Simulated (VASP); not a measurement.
The system is Al4B3P.

```
Al B P
1.0
     4.86822    0.00000    0.00000
     0.00000    4.86822    0.00000
     0.00000    0.00000    4.86822
Al B P
4 3 1
Cartesian
  2.4341 0.0000 0.0000
  0.0000 2.4341 0.0000
  0.0000 0.0000 2.4341
  2.4341 2.4341 2.4341
  0.0000 2.4341 2.4341
  2.4341 0.0000 2.4341
  2.4341 2.4341 0.0000
  0.0000 0.0000 0.0000
```

The cell was built by a generator and needn't be a form met in nature.

```yaml
Program: VASP 6.6.1
Task: relaxation of cell and atoms
Functional: PBE
Potentials_or_basis: VASP PAW PBE potentials, release 64 (Al, B, P)
Cutoff: 520 eV
k_mesh: 3 × 3 × 3
Occupations: gaussian, width 0.15 eV
Spin: no spin polarisation
```

At the start: pressure -10.5 GPa; volume 14.42 Å³/atom.

Where does the relaxation end?

Over 3 steps the energy falls by 52.7 meV/atom and the volume is 12.94 Å³/atom (-10.3 %); space group Pm-3m (No. 221, to 0.05 Å).

Step by step:
| step | energy change (eV) | largest force (eV/Å) | pressure (GPa) | volume (Å³) |
| --- | --- | --- | --- | --- |
| 1 | 0.0000 | 0.0000 | -10.46 | 115.37 |
| 2 | -0.3826 | 0.0000 | 4.01 | 100.36 |
| 3 | -0.4216 | 0.0000 | 0.05 | 103.54 |

Final structure:
```
Al B P
1.0
     4.69569    0.00000    0.00000
     0.00000    4.69569    0.00000
     0.00000    0.00000    4.69569
Al B P
4 3 1
Direct
  0.50000 0.00000 0.00000
  0.00000 0.50000 0.00000
  0.00000 0.00000 0.50000
  0.50000 0.50000 0.50000
  0.00000 0.50000 0.50000
  0.50000 0.00000 0.50000
  0.50000 0.50000 0.00000
  0.00000 0.00000 0.00000
```

Caveat: the k mesh is coarse (spacing up to 0.43 Å⁻¹), so the values aren't converged.
